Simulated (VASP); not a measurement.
Here is a VASP 6.6.1 calculation.

INCAR

```
  ALGO = Fast
  EDIFF = 1E-6
  ENCUT = 520
  GGA = PS
  ISIF = 2
  ISMEAR = -1
  LASPH = True
  LCHARG = True
  LELF = True
  LREAL = Auto
  LVHAR = True
  LWAVE = False
  NBANDS = 68
  NELM = 100
  PREC = Accurate
  SIGMA = 0.05
```

The input KPOINTS:

```
k-points
0
Gamma
  2 2 2
```

POSCAR

```
Cs4Sb2F9
1.0
    3.3509760000     -7.1709780000      0.0000000000
    3.3509760000      7.1709780000      0.0000000000
    0.0000000000      0.0000000000      7.2316820000
Cs Sb F
4 2 9
Direct
    0.2374548476      0.8383212845      0.1942701573
    0.8430962315      0.2138794078      0.7324990230
    0.6757057435      0.4808229813      0.3621702392
    0.4719674370      0.5745336421      0.8930978989
    0.9534770900      0.1087805925      0.2751780291
    0.1447396344      0.8723670235      0.7195421480
    0.0949498187      0.3377897772      0.0881537656
    0.7962377741      0.5674544756      0.8473685652
    1.2540226581      0.7363526833      0.6280143402
    0.7206730707      0.9471693728      0.0598062802
    0.2069429341      0.2950899065      0.4816445192
   -0.1417798221     -0.1296336407      0.5076688936
    0.3344601174      0.2233176763      1.1782459461
    0.7656180457      0.2075909537      0.2891028671
    0.4585351272      1.1989222822      0.7088115877
```

Potentials or basis: VASP PAW PBE potentials, release 64 (Cs_sv, Sb, F).

Run with:

```bash
$ cat potpaw_PBE.64/Cs_sv/POTCAR potpaw_PBE.64/Sb/POTCAR potpaw_PBE.64/F/POTCAR > POTCAR
$ mpirun -np 1 vasp_std > vasp.out
```

Q: What does it give for the pressure?

A: 3.3 GPa.

Q: Estimate the largest force.

A: 3.280 eV/Å.

Stress tensor (GPa, compression positive):
```
3.05 1.58 0.66
1.58 3.71 1.02
0.66 1.02 3.09
```

Caveat: the k mesh is coarse (spacing up to 0.52 Å⁻¹), so the values aren't converged; the PAW data sets were made with another functional, which shifts forces and pressure a little; an odd number of electrons without spin polarisation forces a metal; a magnetic or distorted state may lie lower. Spin-orbit coupling is left out, which matters for the levels of Cs, Sb.
